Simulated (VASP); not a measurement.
All values below come from revTPSS meta-GGA, VASP's PBE PAW potentials (set 64) (plane waves; VASP 6.6.1).

VASP input:

**INCAR**
```
# general
SYSTEM  = BaTiO3
PREC    = Accurate
ENCUT   = 520   # plane-wave cut-off (eV)
LREAL   = F   # projection in real space or not
LASPH   = T   # aspherical one-centre terms

# electronic loop
EDIFF   = 1E-7   # SCF stop (eV)
NELM    = 100   # most electronic steps
ALGO    = Normal
LMAXMIX = 4   # l cut-off of mixed one-centre charges
LMIXTAU = T

# smearing
ISMEAR  = -5   # tetrahedra, Bloechl

# functional
METAGGA = RTPSS

# ions
ISIF    = 2

# output
LWAVE   = F
LCHARG  = F
LORBIT  = 11   # lm-projected
NEDOS   = 601   # DOS grid

# other
LEFG    = T
```

**POSCAR**
```
BaTiO3
1
    4.0156694803     0.0000000000     0.0000000000
    0.0000000000     4.0156694803     0.0000000000
    0.0000000000     0.0000000000     4.0156694803
Ba Ti O
1 1 3
Direct
  0.0000000000   0.0000000000   0.0000000000
  0.5000000000   0.5000000000   0.5000000000
  0.5000000000   0.0000000000   0.5000000000
  0.0000000000   0.5000000000   0.5000000000
  0.5000000000   0.5000000000   0.0000000000
```

### KPOINTS
```
Regular mesh
0
Gamma
 6 6 6
0 0 0
```

KPOINTS_OPT:
```
k-points along high-symmetry lines
10
Line-mode
Reciprocal
  0.000000   0.000000   0.000000 ! GAMMA
  0.000000   0.500000   0.000000 ! X

  0.000000   0.500000   0.000000 ! X
  0.500000   0.500000   0.000000 ! M

  0.500000   0.500000   0.000000 ! M
  0.000000   0.000000   0.000000 ! GAMMA

  0.000000   0.000000   0.000000 ! GAMMA
  0.500000   0.500000   0.500000 ! R

  0.500000   0.500000   0.500000 ! R
  0.000000   0.500000   0.000000 ! X

  0.500000   0.500000   0.500000 ! R
  0.500000   0.500000   0.000000 ! M
```

POTCAR, in this order: Ba_sv Ti_sv O (PBE.64 set). Program: vasp_std.

Unless said otherwise, spin-orbit coupling is left out, though it shifts the bands of the heavy elements here.

Problem. What does the run give for the energy per atom (σ→0), band gap (over mesh and band path)?

Solution. 
- energy per atom (σ→0): -4.420 eV/atom
- band gap (over mesh and band path): 1.81 eV

OSZICAR:
```
...
DAV:  20    -0.220998872786E+02   -0.61051E-06   -0.61514E-06  1072   0.276E-02    0.569E-03
DAV:  21    -0.220998889717E+02   -0.16931E-05   -0.22080E-06  1304   0.111E-02    0.119E-03
DAV:  22    -0.220998888016E+02    0.17010E-06   -0.96776E-08   592   0.293E-03    0.694E-04
DAV:  23    -0.220998888011E+02    0.45065E-09   -0.11748E-07   680   0.278E-03
   1 F= -.22099889E+02 E0= -.22099889E+02  d E =0.000000E+00
       N       E                     dE             ncg
       N       E                     dE             ncg
       N       E                     dE             ncg
```

The compound is BaTiO3 in the cubic perovskite structure, the ideal cubic form; the compound distorts at low or room temperature. It was relaxed first.
